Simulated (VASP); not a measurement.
Level of theory: LDA (Ceperley-Alder, Perdew-Zunger), VASP's LDA PAW potentials (set 64) (plane waves; VASP 6.6.1).

VASP input:

KPOINTS:
```
Automatic mesh
0
Gamma
8 8 8
0 0 0
```

File POSCAR:
```
SrO
1
    0.0000000000     2.5388467148     2.5388467148
    2.5388467148     0.0000000000     2.5388467148
    2.5388467148     2.5388467148     0.0000000000
Sr O
1 1
Direct
  0.0000000000   0.0000000000   0.0000000000
  0.5000000000   0.5000000000   0.5000000000
```

INCAR:
```
# general
SYSTEM   =  SrO
PREC     =  Accurate
ENCUT    =  650
LREAL    =  F
LASPH    =  T

# electronic loop
EDIFF    =  1E-7
NELM     =  100
ALGO     =  Normal
LMAXMIX  =  4

# smearing
ISMEAR   =  0
SIGMA    =  0.05

# ions
IBRION   =  6
NSW      =  1
ISIF     =  3
POTIM    =  0.015
NFREE    =  2

# output
LWAVE    =  F
LCHARG   =  F
```

POTCAR, in this order: Sr_sv O (LDA.64 set). Program: vasp_std.

The resulting files:

### OUTCAR
```


   1 f  =    6.556817 THz    41.197699 2PiTHz  218.711888 cm-1    27.116806 meV

   2 f  =    6.556817 THz    41.197699 2PiTHz  218.711888 cm-1    27.116806 meV

   3 f  =    6.556817 THz    41.197699 2PiTHz  218.711888 cm-1    27.116806 meV

   4 f/i=    0.002252 THz     0.014152 2PiTHz    0.075133 cm-1     0.009315 meV

   5 f/i=    0.002252 THz     0.014152 2PiTHz    0.075133 cm-1     0.009315 meV

   6 f/i=    0.002252 THz     0.014152 2PiTHz    0.075133 cm-1     0.009315 meV

 ELASTIC MODULI CONTR FROM IONIC RELAXATION (kBar)
 Direction    XX          YY          ZZ          XY          YZ          ZX
 --------------------------------------------------------------------------------
 XX           0.0000      0.0000      0.0000      0.0000      0.0000      0.0000
 YY           0.0000      0.0000      0.0000      0.0000      0.0000      0.0000
 ZZ           0.0000      0.0000      0.0000      0.0000      0.0000      0.0000
 XY           0.0000      0.0000      0.0000      0.0000      0.0000      0.0000
 YZ           0.0000      0.0000      0.0000      0.0000      0.0000      0.0000
 ZX           0.0000      0.0000      0.0000      0.0000      0.0000      0.0000
 --------------------------------------------------------------------------------

 TOTAL ELASTIC MODULI (kBar)
 Direction    XX          YY          ZZ          XY          YZ          ZX
 --------------------------------------------------------------------------------
 XX        2110.3213    509.8883    509.8883     -0.0000     -0.0000     -0.0000
 YY         509.8883   2110.3213    509.8883     -0.0000      0.0000      0.0000
 ZZ         509.8883    509.8883   2110.3213     -0.0000      0.0000     -0.0000
 XY          -0.0000     -0.0000     -0.0000    560.9639      0.0000      0.0000
 YZ          -0.0000      0.0000      0.0000      0.0000    560.9639      0.0000
 ZX          -0.0000      0.0000     -0.0000      0.0000      0.0000    560.9639
 --------------------------------------------------------------------------------
```
(Selected blocks of OUTCAR.)

The compound is SrO in the rock salt structure. It was relaxed first.
